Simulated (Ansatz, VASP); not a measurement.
**One calculation of La2Zr3O, two programs**

```xyz
6
Lattice="4.5097 0.0000 0.0000 -2.2548 3.9055 0.0000 0.0000 0.0000 8.3303" Properties=species:S:1:pos:R:3 pbc="T T T"
La    2.2548    1.3018    2.0221
La    2.2548    1.3018    6.3081
Zr    0.0000    0.0000    4.1651
Zr    0.0000    2.6037    0.0000
Zr    0.0000    2.6037    4.1651
O     0.0000    0.0000    0.0000
```

Change from the starting cell: species swapped into the Ce2NiGe3 type (P-6m2, No. 187).

Alike in both runs: functional PBE; k mesh 6 × 6 × 2; occupations gaussian, width 0.1 eV; no spin polarisation.

Ansatz relaxed the structure, and its values are those at the end. VASP's run is a single point on that final structure, the one shown.

|  | VASP | Ansatz |
| --- | --- | --- |
| version | VASP 6.6.1 | Ansatz 0.2.0 |
| potentials or method | VASP PAW PBE potentials, release 64 (La, Zr_sv, O) | scalar-relativistic, plane waves, PAW |
| plane-wave cutoff (eV) | 520 | 420 |
| valence electrons in the cell | 64 | 64 |

VASP gave:

* gap on the k mesh at the Fermi level (eV): none
* pressure (GPa): 0.1
* rms of the force components (eV/Å): 0.008

Task: Estimate Ansatz's values.

Result: gap on the k mesh at the Fermi level (eV): none; pressure (GPa): 0.0; rms of the force components (eV/Å): 0.006.

A gap of «none» marks a metal or a gap that the smearing closes. With one functional, cell and mesh, what is left measures potentials, basis and numerics.

Caveats: the k mesh is coarse (spacing up to 0.38 Å⁻¹), so the values aren't converged. Spin-orbit coupling is left out, which matters for the levels of La.
